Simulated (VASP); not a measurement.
VASP ran on this input.

**POSCAR**
```
ZrSe2
17.099870
  0.2185240590   0.0000000000   0.0000000000
 -0.1092620587   0.1892474036   0.0000000000
  0.0000000000   0.0000000000   1.0000000000
Zr Se
1 2
Cartesian
  0.0000000000   0.0000000000   0.5000000000
 -0.0000001288   0.1261649988   0.5906400000
  0.1092621290   0.0630824048   0.4093600000
```

INCAR:
```
! general
SYSTEM =ZrSe2
PREC   =Accurate
ENCUT  =300
LREAL  =.False.
LASPH  =.True.

! electronic loop
EDIFF  =1E-6
NELM   =100
ALGO   =Normal
LMAXMIX=4

! smearing
ISMEAR =0
SIGMA  =0.136

! functional
GGA    =PE

! ions
ISIF   =2

! output
LWAVE  =.False.
LCHARG =.False.
```

File KPOINTS:
```
kpoints
0
G
  7 7 1
```

POTCAR, in this order: Zr_sv Se (PBE.64 set). Program: vasp_std.

Task: Translate this PBE calculation to Ansatz.

Result: One equivalent input (not run):
Ansatz 0.2 input:
```yaml
crystal:
  lattice:
    - [3.7367330, 0.0000000, 0.0000000]
    - [-1.8683670, 3.2361060, 0.0000000]
    - [0.0000000, 0.0000000, 17.0998700]
  atoms:
    - { symbol: Zr, position: [0.0000000, 0.0000000, 0.5000000] }
    - { symbol: Se, position: [0.3333330, 0.6666670, 0.5906400] }
    - { symbol: Se, position: [0.6666670, 0.3333330, 0.4093600] }
kpoints:
  mp_grid: { grid: [7, 7, 1] }
hamiltonian:
  xc: pbe
  pseudopotentials: { kind: paw }
scf:
  occupations: { method: gaussian, width: 0.136 }
  max_iter: 100
output: { forces: true, stress: true, eigenvalues: true }
```
What does not carry over: each code has its own PAW files, so the cut-off isn't converted (ENCUT is set for VASP's; basis.ecutwfc is left out, and Ansatz then takes the one that its files recommend); Ansatz stops its SCF on the density residual and VASP on the energy change (EDIFF).

The cell is a sheet with vacuum, built from a generated structure.
